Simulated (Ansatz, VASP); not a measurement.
# Cross-check of TiSn between VASP and Ansatz, part 2 of 2

Aim: how closely do two programs agree when they are given the same cell, functional and k mesh? The cell is generated by rule, not measured, and may not be a known phase. Of the first pair: The two relaxations start from unlike cells of this crystal (the structure described is Ansatz's start), so only their ends are compared.

VASP 6.6.1 and Ansatz 0.2.0.

So far: Starting point; VASP: relaxation of cell and atoms, PBEsol, pair 1; Ansatz: relaxation of cell and atoms, PBEsol, pair 1.

### Step 4. Side by side

Known differences besides the potentials themselves: the cutoff is 420 eV in Ansatz and 500 eV in VASP; Ansatz makes its cores anew for this functional, VASP keeps those of its PBE data sets; Ansatz adds a Pulay correction to the stress that steers its cell, VASP none. Total energies have different zeros and are not compared.

Both answers:

```tsv
quantity	Ansatz	VASP	difference
volume (Å³)	85.85	84.83	+1.21 %
edge a after relaxation, in the typed setting (Å)	3.841	3.727	+3.05 %
edge c after relaxation, in the typed setting (Å)	6.721	7.052	-4.70 %
```

### Step 5. VASP: relaxation of cell and atoms, PBEsol, pair 2

The relaxed volume is the usual yardstick between codes: in a stiff, nearly cubic crystal its relative difference is about their pressure difference at one cell divided by the bulk modulus. Its start cell is another than that of the pair before, and may be another structure of the material.

File INCAR:

```
SYSTEM = TiSn
PREC = Accurate
ENCUT = 500
EDIFF = 1E-07
NELM = 120
ISMEAR = 0
SIGMA = 0.1
LREAL = .FALSE.
ALGO = Normal
GGA = PS
NBANDS = 32
LASPH = .TRUE.
LORBIT = 11
LWAVE = .FALSE.
LCHARG = .FALSE.
ISIF = 3
IBRION = 2
NSW = 80
EDIFFG = -0.005
GGA_COMPAT = .FALSE.
NELMIN = 4
KPAR = 2
```

File POSCAR:

```
TiSn
1.0
    3.8406190000      0.0000000000      0.0000000000
   -1.9203090000      3.3260730000      0.0000000000
    0.0000000000      0.0000000000      6.7207660000
Ti Sn
2 2
Direct
    0.0000000000      0.0000000000      0.0000000000
    0.0000000000      0.0000000000      0.5000000000
    0.3333332465      0.6666666667      0.2499999256
    0.6666664931      0.3333333333      0.7499999256
```

File KPOINTS:

```
Automatic mesh
0
Gamma
12 12 6
0 0 0
```

Potentials, in the order of the species: Ti_sv and Sn_d (PBE family, release 64).

On the command line:

```
$ mpirun -np 2 vasp_std
```

Numbers of over 12 decimals in the logs are rounded to 6 here.

Output:

```text
[banner, memory and clock lines left out]
running    2 mpi-ranks, on    1 nodes
[...]
[... a notice as in an earlier step ...]

 LDA part: xc-table for (Slater+PW92), standard interpolation
 POSCAR, INCAR and KPOINTS ok, starting setup
[...]
entering main loop
       N       E                     dE             d eps       ncg     rms          rms(c)
DAV:   1     0.569821996396E+03    0.56982E+03   -0.26005E+04  4864   0.236E+03
DAV:   2     0.466853257518E+02   -0.52314E+03   -0.51618E+03  4872   0.602E+02
DAV:   3    -0.241468108945E+02   -0.70832E+02   -0.69943E+02  7008   0.202E+02
DAV:   4    -0.297586253801E+02   -0.56118E+01   -0.55790E+01  7256   0.497E+01
[...]
DAV:  14    -0.257385986778E+02   -0.11045E-05   -0.11861E-06  6104   0.871E-03    0.971E-04
DAV:  15    -0.257385985330E+02    0.14485E-06   -0.65448E-08  3920   0.276E-03    0.349E-04
DAV:  16    -0.257385986186E+02   -0.85642E-07   -0.18075E-08  3592   0.128E-03
   1 F= -.25738599E+02 E0= -.25733165E+02  d E =-.257386E+02
[... from here on, the cycles between the ionic steps are left out ...]
   2 F= -.25738830E+02 E0= -.25733348E+02  d E =-.231252E-03
   3 F= -.25738870E+02 E0= -.25733363E+02  d E =-.271018E-03
   4 F= -.25739025E+02 E0= -.25733487E+02  d E =-.155243E-03
   5 F= -.25739330E+02 E0= -.25733705E+02  d E =-.460668E-03
   6 F= -.25739248E+02 E0= -.25733493E+02  d E =-.378658E-03
   7 F= -.25739406E+02 E0= -.25733720E+02  d E =-.536589E-03
   8 F= -.25739425E+02 E0= -.25733719E+02  d E =-.184834E-04
 trial-energy change:   -0.000018  1 .order   -0.000019   -0.000040    0.000002
 step:   0.7348(harm=  0.7348)  dis= 0.00000  next Energy=   -25.739425 (dE=-0.189E-04)
 reached required accuracy - stopping structural energy minimisation
```

Parts of OUTCAR (step 5):

```text
  Total       -0.0012103     -0.0012103     -0.0022757     -0.0000000     -0.0000000      0.0000000
  in kB       -0.0226164     -0.0226164     -0.0425237     -0.0000000     -0.0000000      0.0000000
  external PRESSURE =      -0.0292522 kB  Pullay stress =       0.0000000 kB

 POSITION                                       TOTAL-FORCE (eV/Angst)
 -----------------------------------------------------------------------------------
      3.82051     -0.00000     -0.00000        -0.000000      0.000000      0.000000
     -0.00000     -0.00000      3.39147        -0.000000      0.000000      0.000000
     -0.00000      2.20577      1.69573         0.000000     -0.000000      0.000000
      1.91025      1.10289      5.08720        -0.000000      0.000000      0.000000
 -----------------------------------------------------------------------------------
    total drift:                                0.000454     -0.000000      0.000439

  FREE ENERGIE OF THE ION-ELECTRON SYSTEM (eV)
  ---------------------------------------------------
  free  energy   TOTEN  =       -25.7394247093 eV

  energy  without entropy=      -25.7280139184  energy(sigma->0) =      -25.73371931

[... 1 part as in an earlier step ...]

[... 3 further parts left out ...]
[key lines of the parts left out:]
E-fermi :   8.1630
```

### Step 6. Ansatz: relaxation of cell and atoms, PBEsol, pair 2

The same cell, functional, mesh and smearing now go to Ansatz, which takes its cutoff from its data sets.

The cell is taken from a series of runs on this material, whose earlier steps may have relaxed, scaled, displaced or heated it; both programs get it as it stands.

File input.yaml:

```yaml
crystal:
  lattice:
    - [3.8406186639, 0.0, 0.0]
    - [-1.920309332, 3.3260733292, 0.0]
    - [0.0, 0.0, 6.7207656243]
  atoms:
    - { symbol: Ti, position: [0.0, 0.0, 0.0] }
    - { symbol: Ti, position: [0.0, 0.0, 0.5] }
    - { symbol: Sn, position: [0.3333333333, 0.6666666667, 0.25] }
    - { symbol: Sn, position: [0.6666666667, 0.3333333333, 0.75] }
kpoints:
  mp_grid: { grid: [12, 12, 6] }
hamiltonian:
  xc: pbesol
scf:
  occupations: { method: gaussian, width: 0.1 }
output:
  forces: true
  stress: true
  eigenvalues: true
  write_density: true
  write_potential: true
  elf: true
  volumetric_format: npy
relax:
  adjacent_minimum: "off"
  f_tol: 0.005
  max_steps: 80
  cell: { stress_tol: 0.05 }
```

On the command line:

```
$ ansatz run input.yaml --threads 4 --pin off --max-ram 7168MiB --backend cpu --events-out ev --progress --plain --runs-dir out
```

Output:

```text
[...]
Crystal: 4 atoms, lattice volume = 85.852 Å³
Basis set: ecut = 420 eV, 1643 PW (Γ), exchange–correlation on 54×54×90 points (8 copies of the dense FFT grid, shifted against one another)
Bands: 32, of which v1, the nominal top of the filled ones, is band 26 counted from 1 (25 counted from 0)
Symmetry: 24 space group operations
[...]
k-points: 76 of 864
[...]
--- Relaxed structure (3 steps of the walk, 3 accepted, 1 SCFs on fresh bases) ---
[...]
cell:  # Å, volume = 85.8240 Å³
    - [3.825148, 2.8751280314552876e-11, 0]
    - [-1.912574, 3.312675, -2.3047288963703397e-19]
    - [0, -4.657005786424412e-19, 6.773006]
  atoms:
    - { symbol: Ti, position: [0, 0, 0] }
    - { symbol: Ti, position: [0, 0, 0.5] }
    - { symbol: Sn, position: [0.333333, 0.666667, 0.25] }
    - { symbol: Sn, position: [0.666667, 0.333333, 0.75] }
[key lines of the parts left out:]
SCF converged after 8 iterations
Free energy (F): -16847.899137 eV
Fermi energy:    11.904188 eV
P = ⅓ Tr σ = -0.0367 GPa (-0.367 kbar)
```

### Step 7. Differences

The two programs side by side:

```tsv
quantity	Ansatz	VASP	difference
volume (Å³)	85.82	85.74	+0.10 %
edge a after relaxation, in the typed setting (Å)	3.825	3.821	+0.12 %
edge c after relaxation, in the typed setting (Å)	6.773	6.783	-0.15 %
```

### Step 8. VASP: relaxation of cell and atoms, PBEsol, pair 3

The relaxed volume is the usual yardstick between codes: in a stiff, nearly cubic crystal its relative difference is about their pressure difference at one cell divided by the bulk modulus.

Edit INCAR of step 5 so:

```diff
@@ -5,4 +5,4 @@
 NELM = 120
-ISMEAR = 0
-SIGMA = 0.1
+ISMEAR = 1
+SIGMA = 0.15
 LREAL = .FALSE.
```

File POSCAR:

```
TiSn
1.0
    3.8251480000      0.0000000000      0.0000000000
   -1.9125740000      3.3126750000      0.0000000000
    0.0000000000      0.0000000000      6.7730060000
Ti Sn
2 2
Direct
    0.0000000000      0.0000000000      0.0000000000
    0.0000000000      0.0000000000      0.5000000000
    0.3333333333      0.6666666667      0.2500000738
    0.6666666667      0.3333333333      0.7500000738
```

KPOINTS is that of step 5.

On the command line:

```
$ mpirun -np 2 vasp_std
```

Output:

```text
[... set-up lines as in an earlier step ...]
 entering main loop
       N       E                     dE             d eps       ncg     rms          rms(c)
DAV:   1     0.570103092019E+03    0.57010E+03   -0.26114E+04  4880   0.235E+03
DAV:   2     0.460905558316E+02   -0.52401E+03   -0.51679E+03  4872   0.606E+02
DAV:   3    -0.242482030631E+02   -0.70339E+02   -0.69467E+02  6960   0.202E+02
DAV:   4    -0.297575178812E+02   -0.55093E+01   -0.54824E+01  7248   0.497E+01
[...]
DAV:  14    -0.257324857164E+02   -0.11363E-05   -0.11047E-06  6064   0.832E-03    0.977E-04
DAV:  15    -0.257324855567E+02    0.15970E-06   -0.64975E-08  3856   0.277E-03    0.351E-04
DAV:  16    -0.257324856326E+02   -0.75886E-07   -0.16679E-08  3552   0.122E-03
   1 F= -.25732486E+02 E0= -.25733525E+02  d E =-.257325E+02
[...]
N       E                     dE             d eps       ncg     rms          rms(c)
DAV:   1    -0.257335018544E+02   -0.10163E-02   -0.23780E-02  6016   0.182E+00    0.228E-01
[...]
DAV:   8    -0.257324885396E+02   -0.39290E-08   -0.55803E-07  5456   0.357E-03
   2 F= -.25732489E+02 E0= -.25733520E+02  d E =-.290694E-05
 trial-energy change:   -0.000003  1 .order   -0.000004   -0.000043    0.000035
 step:   0.5285(harm=  0.5546)  dis= 0.00000  next Energy=   -25.732497 (dE=-0.113E-04)
[...]
N       E                     dE             d eps       ncg     rms          rms(c)
DAV:   1    -0.257327236815E+02   -0.23515E-03   -0.52871E-03  6024   0.857E-01    0.108E-01
DAV:   2    -0.257325486241E+02    0.17506E-03   -0.15710E-03  6464   0.311E-01    0.379E-02
DAV:   3    -0.257325076601E+02    0.40964E-04   -0.23576E-04  6560   0.113E-01    0.215E-02
DAV:   4    -0.257324982427E+02    0.94175E-05   -0.56717E-05  7080   0.599E-02    0.817E-03
DAV:   5    -0.257324978357E+02    0.40695E-06   -0.38484E-06  6584   0.150E-02    0.584E-03
DAV:   6    -0.257324976951E+02    0.14063E-06   -0.92009E-07  6600   0.399E-03    0.395E-03
DAV:   7    -0.257324971651E+02    0.52996E-06   -0.65218E-07  5656   0.478E-03    0.769E-04
DAV:   8    -0.257324972051E+02   -0.40016E-07   -0.11734E-07  3608   0.176E-03
   3 F= -.25732497E+02 E0= -.25733532E+02  d E =-.115725E-04
[...]
reached required accuracy - stopping structural energy minimisation
```

From OUTCAR (step 8):

```text
  Total        0.0031403      0.0031403     -0.0016914      0.0000000      0.0000000      0.0000000
  in kB        0.0586627      0.0586627     -0.0315965      0.0000000      0.0000000      0.0000000
  external PRESSURE =       0.0285763 kB  Pullay stress =       0.0000000 kB

 POSITION                                       TOTAL-FORCE (eV/Angst)
 -----------------------------------------------------------------------------------
      0.00000      0.00000      0.00000         0.000000      0.000000      0.000000
      0.00000      0.00000      3.38558         0.000000      0.000000      0.000000
     -0.00000      2.20803      1.69279        -0.000000      0.000000      0.000000
      1.91221      1.10402      5.07837         0.000000     -0.000000      0.000000
 -----------------------------------------------------------------------------------
    total drift:                                0.000000      0.000000     -0.000435

  FREE ENERGIE OF THE ION-ELECTRON SYSTEM (eV)
  ---------------------------------------------------
  free  energy   TOTEN  =       -25.7324972051 eV

  energy  without entropy=      -25.7356028391  energy(sigma->0) =      -25.73353242

[... 2 parts as in an earlier step ...]

[... 2 further parts left out ...]
[key lines of the parts left out:]
E-fermi :   8.1650
```

### Step 9. Ansatz: relaxation of cell and atoms, PBEsol, pair 3

The same cell, functional, mesh and smearing now go to Ansatz, which takes its cutoff from its data sets.

The cell is taken from a series of runs on this material, whose earlier steps may have relaxed, scaled, displaced or heated it; both programs get it as it stands.

File input.yaml:

```yaml
crystal:
  lattice:
    - [3.8251477619, 0.0, 0.0]
    - [-1.912573881, 3.312675135, 0.0]
    - [0.0, 0.0, 6.7730063732]
  atoms:
    - { symbol: Ti, position: [0.0, 0.0, 0.0] }
    - { symbol: Ti, position: [0.0, 0.0, 0.5] }
    - { symbol: Sn, position: [0.3333333333, 0.6666666667, 0.25] }
    - { symbol: Sn, position: [0.6666666667, 0.3333333333, 0.75] }
kpoints:
  mp_grid: { grid: [12, 12, 6] }
hamiltonian:
  xc: pbesol
scf:
  occupations: { method: methfessel_paxton, width: 0.15 }
output:
  forces: true
  stress: true
  eigenvalues: true
relax:
  adjacent_minimum: "off"
  f_tol: 0.001
  max_steps: 60
  cell: { stress_tol: 0.01 }
```

On the command line:

```
$ ansatz run input.yaml --threads 4 --pin off --max-ram 7168MiB --backend cpu --events-out ev --progress --plain --runs-dir out
```

Output:

```text
[...]
Crystal: 4 atoms, lattice volume = 85.824 Å³
Basis set: ecut = 420 eV, 1643 PW (Γ), exchange–correlation on 54×54×96 points (8 copies of the dense FFT grid, shifted against one another)
Bands: 32, of which v1, the nominal top of the filled ones, is band 26 counted from 1 (25 counted from 0)
Symmetry: 24 space group operations
[...]
k-points: 76 of 864
[...]
--- Relaxed structure (4 steps of the walk, 3 accepted, 1 SCFs on fresh bases) ---
[...]
cell:  # Å, volume = 85.7924 Å³
    - [3.826143, 2.887506718606757e-11, 0.0]
    - [-1.913071, 3.313537, 0.0]
    - [0.0, 0.0, 6.766992]
  atoms:
    - { symbol: Ti, position: [0, 0, 0] }
    - { symbol: Ti, position: [0, 0, 0.5] }
    - { symbol: Sn, position: [0.333333, 0.666667, 0.25] }
    - { symbol: Sn, position: [0.666667, 0.333333, 0.750000] }
[key lines of the parts left out:]
SCF converged after 5 iterations
Free energy (F): -16847.892269 eV
Fermi energy:    11.917409 eV
P = ⅓ Tr σ = 0.0062 GPa (0.062 kbar)
```

### Step 10. Side by side

Compared:

```tsv
quantity	Ansatz	VASP	difference
volume (Å³)	85.79	85.77	+0.03 %
edge a after relaxation, in the typed setting (Å)	3.826	3.824	+0.04 %
edge c after relaxation, in the typed setting (Å)	6.767	6.771	-0.06 %
```

### Step 11. Results

```yaml
difference_in_edge_c_after_relaxation_in_the_typed_setting_relaxation_of_cell_and_atoms_pbesol_pair_1: -4.7 %
difference_in_edge_c_after_relaxation_in_the_typed_setting_relaxation_of_cell_and_atoms_pbesol_pair_2: -0.15 %
difference_in_edge_c_after_relaxation_in_the_typed_setting_relaxation_of_cell_and_atoms_pbesol_pair_3: -0.062 %
```

The difference in edge c after relaxation, in the typed setting is -4.7 % (relaxation of cell and atoms, PBEsol, pair 1), beyond the 1.2 % picked in this series as the mark of a large difference, as far as the stopping tolerances let one tell. What causes the difference of the relaxation of cell and atoms, PBEsol, pair 1 pair stays open here. Such differences can come from data sets, numerical settings and the points named under the comparisons, not from the functional's error against experiment.

[Lines on the potential files, build, host, timing and source positions are cut from VASP's logs without a mark.]

[Logs are printed without paths, hosts, clocks, repeated set-up lines and the standing remarks that a program may print on its own settings, such as how far it seeks lower states.]

[Hosts, paths, dates, database ids (printed as entryN), source tags and the programs' standing remarks are cut or masked in the printed files.]
